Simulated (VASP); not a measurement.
Input:

```
Hf
1.0
    1.59500    -2.76262     0.00000
    1.59500     2.76262     0.00000
    0.00000     0.00000     5.05000
Hf
2
Direct
  0.33333   0.66667   0.25000
  0.66667   0.33333   0.75000
```

Method: PBE GGA, VASP's PBE PAW potentials (set 64) (plane waves; VASP 6.6.1). Settings: 400 eV cut-off, KSPACING 0.2 per Å, first-order Methfessel-Paxton smearing of 0.10 eV, potentials Hf_pv.

**Question.** Give the stress tensor in GPa (positive for a compressed cell).

**Answer.** 
```
1.01  0.00  0.00
0.00  1.01  0.00
0.00  0.00  0.78
```
The pressure is its mean diagonal, 0.94 GPa.

The compound is Hf in the hcp structure. The cell was not relaxed at this level. The run is one of a series of settings (KGAMMA = .TRUE., KSPACING = 0.2, KPOINTS file removed against the base run), some of them coarse on purpose.
